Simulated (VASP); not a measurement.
Input:

```xyz
8
Lattice="3.7197 0.0000 0.0000 0.0000 3.6252 3.6434 0.0000 -3.6252 3.6434" Properties=species:S:1:pos:R:3 pbc="T T T"
Ir     1.8598    -1.7919     5.4248
Ir     1.8598     1.7919     5.4248
O      1.8598     0.0000     1.2666
O      1.8598     1.1895     3.6350
O      1.8598    -1.1895     3.6350
O      1.8598     0.0000     6.1505
O      0.0000    -1.7860     5.4448
O      0.0000     1.7860     5.4448
```

Computed with PBEsol GGA, VASP's PBE PAW potentials (set 64) (plane waves; VASP 6.6.1). Numerical set-up: 520 eV cut-off, 9×7×7 Γ-centred mesh, tetrahedra with Blöchl corrections, potentials Ir O.

Unless said otherwise, spin-orbit coupling is left out, though it shifts the bands of the heavy elements here.

Problem. Predict the energy per atom (σ→0), band gap (on the k-mesh) with the smallest direct gap where there is one.

Solution. 
```json
{
  "band gap (on the k-mesh)": "none (metal, semimetal or under 0.01 eV)",
  "energy per atom (σ→0)": "-656.6 kJ/mol-atom"
}
```

Total energies compare only between runs with the same potentials, cut-off and functional.

The structure comes from a computed database's IrO3 entry (Amm2); how it stands against other phases isn't given here. It was relaxed first.
